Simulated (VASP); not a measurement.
# Ta2SiO3 (P-1) in VASP: a series of runs

The runs below take Ta2SiO3 through band structure, with PBE.

All numbers are computed with VASP 6.6.1; they aren't measurements. Logs are shortened: lines on timing, memory, paths and dates and some standing lists are left out, and cuts for length are marked.

### Step 1. Starting point

The typed cell holds 12 atoms: a = 5.030 Å, b = 5.045 Å, c = 6.736 Å, α = 93.39°, β = 91.45°, γ = 91.46°.

The cell was built by a generator and needn't be a form met in nature.

### Step 2. Band structure, PBE

Contents of POSCAR:

```
Ta2SiO3
1.0
    5.0296480000      0.0000000000      0.0000000000
   -0.1282800000      5.0429150000      0.0000000000
   -0.1706150000     -0.4030530000      6.7212720000
Ta Si O
4 2 6
Direct
    0.9735420000      0.2702360000      0.1865180000
    0.4845440000      0.7161270000      0.2056970000
    0.0264580000      0.7297640000      0.8134820000
    0.5154560000      0.2838730000      0.7943030000
    0.2456680000      0.4883960000      0.4924540000
    0.7543320000      0.5116040000      0.5075460000
    0.7104440000      0.0141470000      0.2695090000
    0.2005530000      0.9600510000      0.1415590000
    0.7538190000      0.5289120000      0.0174680000
    0.2895560000      0.9858530000      0.7304910000
    0.7994470000      0.0399490000      0.8584410000
    0.2461810000      0.4710880000      0.9825320000
```

Contents of INCAR.step1:

```
SYSTEM = Ta2SiO3
PREC = Accurate ; ENCUT = 520
EDIFF = 1E-6 ; ISMEAR = 0
SIGMA = 0.1 ; LREAL = .FALSE.
LASPH = .TRUE. ; NELM = 100
ALGO = Fast ; ISIF = 2
LWAVE = .FALSE. ; LCHARG = .TRUE.
LMAXMIX = 4 ; GGA = PE
NBANDS = 56 ; KPAR = 8
```

Contents of KPOINTS.step1:

```
regular mesh
0
G
  6 6 6
  0 0 0
```

Contents of INCAR.step2:

```
SYSTEM = Ta2SiO3
PREC = Accurate ; ENCUT = 520
EDIFF = 1E-6 ; ISMEAR = 0
SIGMA = 0.05 ; LREAL = .FALSE.
LASPH = .TRUE. ; NELM = 100
ALGO = Fast ; ISIF = 2
LWAVE = .FALSE. ; LCHARG = .FALSE.
LMAXMIX = 4 ; GGA = PE
NBANDS = 56 ; KPAR = 8
ICHARG = 11
```

Contents of KPOINTS.step2:

```
path XGY,LGZ,NGM,RG
20
line-mode
reciprocal
-0.5000000000  0.0000000000  0.0000000000  X
 0.0000000000  0.0000000000  0.0000000000  G

 0.0000000000  0.0000000000  0.0000000000  G
 0.0000000000  0.0000000000  0.5000000000  Y

-0.5000000000  0.0000000000  0.5000000000  L
 0.0000000000  0.0000000000  0.0000000000  G

 0.0000000000  0.0000000000  0.0000000000  G
 0.0000000000  0.5000000000 -0.5000000000  Z

-0.5000000000  0.5000000000 -0.5000000000  N
 0.0000000000  0.0000000000  0.0000000000  G

 0.0000000000  0.0000000000  0.0000000000  G
 0.0000000000  0.5000000000  0.0000000000  M

-0.5000000000  0.5000000000  0.0000000000  R
 0.0000000000  0.0000000000  0.0000000000  G
```

Potentials or basis: VASP PAW PBE potentials, release 64 (Ta_pv, Si, O).

On the command line:

```bash
$ cat potpaw_PBE.64/Ta_pv/POTCAR potpaw_PBE.64/Si/POTCAR potpaw_PBE.64/O/POTCAR > POTCAR
$ cp INCAR.step1 INCAR
$ cp KPOINTS.step1 KPOINTS
$ mpirun -np 8 vasp_std > vasp.out
$ cp INCAR.step2 INCAR
$ cp KPOINTS.step2 KPOINTS
$ mpirun -np 8 vasp_std > vasp.out
```

OUTCAR:

```text
SYSTEM = Ta2SiO3
   PREC = Accurate
   ENCUT = 520
   EDIFF = 1E-6
   ISMEAR = 0
   LREAL = .FALSE.
   LASPH = .TRUE.
   NELM = 100
   ISIF = 2
   GGA = PE
   ICHARG = 11

 ion  position               nearest neighbor table
   1  0.974  0.270  0.187-   7 1.94   8 1.97   9 2.10  12 2.23  11 2.56   5 2.62   6 2.69   2 3.37
                             2 3.37   4 3.47   3 3.53
   2  0.485  0.716  0.206-   7 1.88   8 1.97   9 2.08  12 2.20   5 2.61   6 2.69   1 3.37   1 3.37
                             4 3.43   3 3.47
   3  0.026  0.730  0.813-  10 1.94  11 1.97  12 2.10   9 2.23   8 2.56   6 2.62   5 2.69   4 3.37
                             4 3.37   2 3.47   1 3.53
   4  0.515  0.284  0.794-  10 1.88  11 1.97  12 2.08   9 2.20   6 2.61   5 2.69   3 3.37   3 3.37
                             2 3.43   1 3.47
   5  0.246  0.488  0.492-   6 2.48   6 2.56   2 2.61   1 2.62   4 2.69   3 2.69
   6  0.754  0.512  0.508-   5 2.48   5 2.56   4 2.61   3 2.62   2 2.69   1 2.69
   7  0.710  0.014  0.270-   2 1.88   1 1.94
   8  0.201  0.960  0.142-   2 1.97   1 1.97   3 2.56
   9  0.754  0.529  0.017-   2 2.08   1 2.10   4 2.20   3 2.23
  10  0.290  0.986  0.730-   4 1.88   3 1.94
  11  0.799  0.040  0.858-   4 1.97   3 1.97   1 2.56
  12  0.246  0.471  0.983-   4 2.08   3 2.10   2 2.20   1 2.23

  LATTYP: Found a triclinic cell.
 ALAT       =     7.0323822399
 B/A-ratio  =     0.7152125451
 C/A-ratio  =     1.2301339364
 COS(alpha) =     0.0048937829
 COS(beta)  =     0.4548501597
 COS(gamma) =     0.6969712158

  Lattice vectors:

 A1 = (   4.9013680000,   5.0429150000,   0.0000000000)
 A2 = (   5.0296480000,   0.0000000000,   0.0000000000)
 A3 = (   0.0423350000,   5.4459680000,  -6.7212720000)

Analysis of symmetry for initial positions (statically):
=====================================================================
 Subroutine PRICEL returns:
 Original cell was already a primitive cell.

 Routine SETGRP: Setting up the symmetry group for a
 triclinic supercell.

 Subroutine GETGRP returns: Found  2 space group operations
 (whereof  2 operations were pure point group operations)
 out of a pool of  2 trial point group operations.

The static configuration has the point symmetry S_2 .

Analysis of symmetry for dynamics (positions and initial velocities):
=====================================================================
 Subroutine PRICEL returns:
 Original cell was already a primitive cell.

 Routine SETGRP: Setting up the symmetry group for a
 triclinic supercell.

 Subroutine GETGRP returns: Found  2 space group operations
 (whereof  2 operations were pure point group operations)
 out of a pool of  2 trial point group operations.

The dynamic configuration has the point symmetry S_2 .

[... 127 lines left out ...]
   IMIX   =      4    mixing-type and parameters
     AMIX     =   0.40;   BMIX     =  1.00
     AMIX_MAG =   1.60;   BMIX_MAG =  1.00
  volume/ion in A,a.u.               =      14.21        95.87
  Fermi-wavevector in a.u.,A,eV,Ry     =   1.313244  2.481672 23.464747  1.724610
  Thomas-Fermi vector in A             =   2.443580
   LORBIT       =      0    0 simple, 1 ext, 2 COOP (PROOUT), +10 PAW based schemes
   GGA     = PE    functional components
   LHFCALC =     F    Hartree Fock is set to
   AEXX    =    0.0000 exact exchange contribution
   IVDW    =     0    specifies the selected vdW correction
   LEPSILON=     F    determine dielectric tensor
   LRPA    =     F    only Hartree local field effects (RPA)
 non-spin polarized calculation
 RMM-DIIS sequential band-by-band and
 Gauss-broadening in eV      SIGMA  =   0.05
  energy-cutoff  :      520.00
  volume of cell :      170.48
 maximum number of plane-waves:      4614
 NGX is ok and might be reduce to    40

 number of electron      87.9999992 magnetization

 Free energy of the ion-electron system (eV)
  ---------------------------------------------------
  ext. energy  EPLUGINS =         0.00000000
  ---------------------------------------------------
  free energy    TOTEN  =      -108.18105486 eV

  energy without entropy =     -108.17420174  energy(sigma->0) =     -108.17762830

 E-fermi :   5.6109     XC(G=0): -10.8866

 val. band max:        5.6090016759   @ k =  -0.0263   0.0000   0.0263
 cond. band min:       5.6121423735   @ k =   0.0000   0.0000   0.2105
 fundamental gap:      0.0031406976
 Fermi energy:         5.6109478560

 k-point     1 :      -0.5000    0.0000    0.0000
  band No.  band energies     occupation
      1     -30.7858      2.00000
      2     -30.7623      2.00000
      3     -30.6856      2.00000
      4     -30.6515      2.00000
      5     -30.6169      2.00000
      6     -30.6056      2.00000
[... 1405 lines left out ...]
     55       8.7027      0.00000
     56       9.0487      0.00000

 [... further k-points ...]

------------------------ aborting loop because EDIFF is reached ----------------------------------------

  FORCE on cell =-STRESS in cart. coord.  units (eV):
  Direction    XX          YY          ZZ          XY          YZ          ZX
  --------------------------------------------------------------------------------------
  -------------------------------------------------------------------------------------
  Total        3.9010806      2.9334512      5.0828173      0.7925919      0.3426471      0.4627935
  in kB       36.6627296     27.5688559     47.7688041      7.4488542      3.2202304      4.3493777
  external PRESSURE =      37.3334632 kB  Pullay stress =       0.0000000 kB

 VOLUME and BASIS-vectors are now :
 -----------------------------------------------------------------------------
  energy-cutoff  :      520.00
  volume of cell :      170.48
      direct lattice vectors                 reciprocal lattice vectors
     5.029648000  0.000000000  0.000000000     0.198821071  0.005057544  0.005350225
    -0.128280000  5.042915000  0.000000000     0.000000000  0.198298008  0.011891292
    -0.170615000 -0.403053000  6.721272000     0.000000000  0.000000000  0.148781362

 POSITION                                       TOTAL-FORCE (eV/Angst)
 -----------------------------------------------------------------------------------
      4.83008      1.28760      1.25364         0.171094      0.679437     -0.099173
      2.31013      3.52846      1.38255        -0.079617     -0.824546      0.015031
     -0.09933      3.35226      5.46763        -0.171094     -0.679437      0.099173
      2.42063      1.11140      5.33873         0.079617      0.824546     -0.015031
      1.08895      2.26445      3.30992        -0.086701      0.103892      0.093272
      3.64180      2.37541      3.41135         0.086701     -0.103892     -0.093272
      3.52549     -0.03728      1.81144        -0.155792     -0.022719      0.300687
      0.86140      4.78440      0.95146        -0.084852     -0.074655     -0.175030
      3.72062      2.66022      0.11741        -0.137697      0.154594      0.217727
      1.20527      4.67715      4.90983         0.155792      0.022719     -0.300687
      3.86935     -0.14454      5.76982         0.084852      0.074655      0.175030
      1.01014      1.97964      6.60386         0.137697     -0.154594     -0.217727
 -----------------------------------------------------------------------------------
    total drift:                                0.000000     -0.000000     -0.000000

  FREE ENERGIE OF THE ION-ELECTRON SYSTEM (eV)
  ---------------------------------------------------
  free  energy   TOTEN  =      -108.1810548616 eV

  energy  without entropy=     -108.1742017444  energy(sigma->0) =     -108.17762830
```

OSZICAR.step1:

```text
N       E                     dE             d eps       ncg     rms          rms(c)
DAV:   1     0.790885195719E+03    0.79089E+03   -0.47851E+04 12552   0.155E+03
DAV:   2    -0.642005027790E+02   -0.85509E+03   -0.82891E+03 14600   0.431E+02
DAV:   3    -0.125972669975E+03   -0.61772E+02   -0.61154E+02 15224   0.113E+02
DAV:   4    -0.127209210375E+03   -0.12365E+01   -0.12292E+01 15520   0.166E+01
DAV:   5    -0.127233535919E+03   -0.24326E-01   -0.24296E-01 15088   0.216E+00    0.520E+01
RMM:   6    -0.109003693639E+03    0.18230E+02   -0.87187E+01 15286   0.323E+01    0.224E+01
RMM:   7    -0.109435009504E+03   -0.43132E+00   -0.13566E+01 17745   0.110E+01    0.113E+01
RMM:   8    -0.109329888753E+03    0.10512E+00   -0.18249E+00 15491   0.482E+00    0.286E+00
RMM:   9    -0.109353987655E+03   -0.24099E-01   -0.48482E-01 18646   0.201E+00    0.671E-01
RMM:  10    -0.109356928676E+03   -0.29410E-02   -0.68680E-02 18470   0.801E-01    0.490E-01
RMM:  11    -0.109357073709E+03   -0.14503E-03   -0.98765E-03 16766   0.389E-01    0.140E-01
RMM:  12    -0.109357237954E+03   -0.16425E-03   -0.29059E-03 18124   0.182E-01    0.474E-02
RMM:  13    -0.109357264924E+03   -0.26970E-04   -0.53147E-04 18463   0.776E-02    0.241E-02
RMM:  14    -0.109357277761E+03   -0.12837E-04   -0.14020E-04 16618   0.413E-02    0.851E-03
RMM:  15    -0.109357279690E+03   -0.19287E-05   -0.50678E-05 17535   0.205E-02    0.622E-03
RMM:  16    -0.109357280610E+03   -0.92036E-06   -0.12164E-05 13611   0.993E-03    0.254E-03
RMM:  17    -0.109357280649E+03   -0.39479E-07   -0.31986E-06 10827   0.469E-03
   1 F= -.10935728E+03 E0= -.10934902E+03  d E =-.165301E-01
```

Wall time 4.7 min (8 MPI ranks of Intel Xeon Platinum 8488C (Sapphire Rapids), shared host); peak memory 0.97 GiB.

Results:

```yaml
Band_gap_along_the_path: none (metal or under the smearing width)
```

Levels at the corners of the path, in eV from the Fermi level:
```csv
point,band 40,band 41,band 42,band 43,band 44,band 45,band 46,band 47,band 48,band 49
X,-2.83,-1.65,-1.59,-0.69,-0.55,0.54,0.98,1.13,1.86,2.03
Γ,-3.33,-2.06,-1.82,-0.10,0.20,0.30,0.44,0.83,1.07,1.13
Γ,-3.33,-2.06,-1.82,-0.10,0.20,0.30,0.44,0.83,1.07,1.13
Y,-3.40,-2.13,-1.92,0.02,0.07,0.46,0.48,0.94,1.16,1.62
L,-3.05,-1.77,-1.55,-0.61,-0.61,0.75,1.11,1.49,1.53,1.69
Γ,-3.33,-2.06,-1.82,-0.10,0.20,0.30,0.44,0.83,1.07,1.13
Γ,-3.33,-2.06,-1.82,-0.10,0.20,0.30,0.44,0.83,1.07,1.13
Z,-2.85,-2.23,-2.15,-0.87,-0.22,-0.11,0.23,0.52,1.73,1.91
N,-2.93,-1.71,-1.46,-0.44,-0.27,0.38,0.67,0.87,0.93,1.36
Γ,-3.33,-2.06,-1.82,-0.10,0.20,0.30,0.44,0.83,1.07,1.13
Γ,-3.33,-2.06,-1.82,-0.10,0.20,0.30,0.44,0.83,1.07,1.13
M,-2.69,-2.31,-2.00,-0.53,-0.39,-0.12,0.25,0.63,1.48,1.82
R,-2.72,-1.90,-1.77,-0.76,-0.53,0.43,0.57,1.34,1.49,1.61
Γ,-3.33,-2.06,-1.82,-0.10,0.20,0.30,0.44,0.83,1.07,1.13
```

Caveat: the log is that of the step along the path at fixed density, whose energy, stress, charges and moments have no meaning; spin-orbit coupling is left out, which moves the levels of the heavy elements.

### Step 3. Band structure, PBE

Contents of INCAR:

```
ALGO = Normal ; EDIFF = 1E-6
ENCUT = 520 ; GGA = PE
ISIF = 2 ; ISMEAR = 0
KPAR = 4 ; LASPH = True
LCHARG = False ; LMAXMIX = 4
LREAL = False ; LWAVE = False
NELM = 60 ; PREC = Accurate
SIGMA = 0.1
```

Contents of KPOINTS:

```
k-points
0
Gamma
  6 6 6
```

POSCAR is that of step 2.

Contents of KPOINTS_OPT:

```
path XGY,LGZ,NGM,RG
15
line-mode
reciprocal
-0.5000000000  0.0000000000  0.0000000000  X
 0.0000000000  0.0000000000  0.0000000000  G

 0.0000000000  0.0000000000  0.0000000000  G
 0.0000000000  0.0000000000  0.5000000000  Y

-0.5000000000  0.0000000000  0.5000000000  L
 0.0000000000  0.0000000000  0.0000000000  G

 0.0000000000  0.0000000000  0.0000000000  G
 0.0000000000  0.5000000000 -0.5000000000  Z

-0.5000000000  0.5000000000 -0.5000000000  N
 0.0000000000  0.0000000000  0.0000000000  G

 0.0000000000  0.0000000000  0.0000000000  G
 0.0000000000  0.5000000000  0.0000000000  M

-0.5000000000  0.5000000000  0.0000000000  R
 0.0000000000  0.0000000000  0.0000000000  G
```

Potentials or basis: VASP PAW PBE potentials, release 64 (Ta_pv, Si, O).

On the command line:

```bash
$ cat potpaw_PBE.64/Ta_pv/POTCAR potpaw_PBE.64/Si/POTCAR potpaw_PBE.64/O/POTCAR > POTCAR
$ mpirun -np 4 vasp_std > vasp.out
```

It took 4.5 min on 4 MPI ranks of AMD EPYC 9R45 (Zen 5), shared host; peak memory 1.2 GiB.

The run converged. Its results:

```
Free energy             : -109.3573 eV
Pressure                : 0.1 GPa
Largest force           : 0.010 eV/Å
Band gap along the path : none (metal or under the smearing width)
```

Forces on the atoms (eV/Å):
```
Ta   0.005  0.003  0.007
Ta   0.004  0.000 -0.006
Ta  -0.005 -0.003 -0.007
Ta  -0.004  0.000  0.006
Si  -0.001  0.003  0.004
Si   0.001 -0.003 -0.004
O    0.000 -0.005  0.003
O    0.001  0.000  0.004
O    0.002 -0.006  0.001
O    0.000  0.005 -0.003
O   -0.001  0.000 -0.004
O   -0.002  0.006 -0.001
```

Levels at the corners of the path, in eV from the Fermi level:
| point | band 42 | band 43 | band 44 | band 45 | band 46 | band 47 |
| --- | --- | --- | --- | --- | --- | --- |
| X | -1.58 | -0.69 | -0.55 | 0.54 | 0.98 | 1.13 |
| Γ | -1.82 | -0.10 | 0.20 | 0.30 | 0.44 | 0.83 |
| Γ | -1.82 | -0.10 | 0.20 | 0.30 | 0.44 | 0.83 |
| Y | -1.92 | 0.02 | 0.07 | 0.46 | 0.48 | 0.94 |
| L | -1.55 | -0.61 | -0.61 | 0.75 | 1.11 | 1.49 |
| Γ | -1.82 | -0.10 | 0.20 | 0.30 | 0.44 | 0.83 |
| Γ | -1.82 | -0.10 | 0.20 | 0.30 | 0.44 | 0.83 |
| Z | -2.15 | -0.87 | -0.22 | -0.11 | 0.23 | 0.52 |
| N | -1.46 | -0.44 | -0.27 | 0.38 | 0.67 | 0.87 |
| Γ | -1.82 | -0.10 | 0.20 | 0.30 | 0.44 | 0.83 |
| Γ | -1.82 | -0.10 | 0.20 | 0.30 | 0.44 | 0.83 |
| M | -2.00 | -0.53 | -0.39 | -0.12 | 0.25 | 0.63 |
| R | -1.77 | -0.76 | -0.53 | 0.43 | 0.57 | 1.34 |
| Γ | -1.82 | -0.10 | 0.20 | 0.30 | 0.44 | 0.83 |

Caveat: spin-orbit coupling is left out, which moves the levels of the heavy elements.
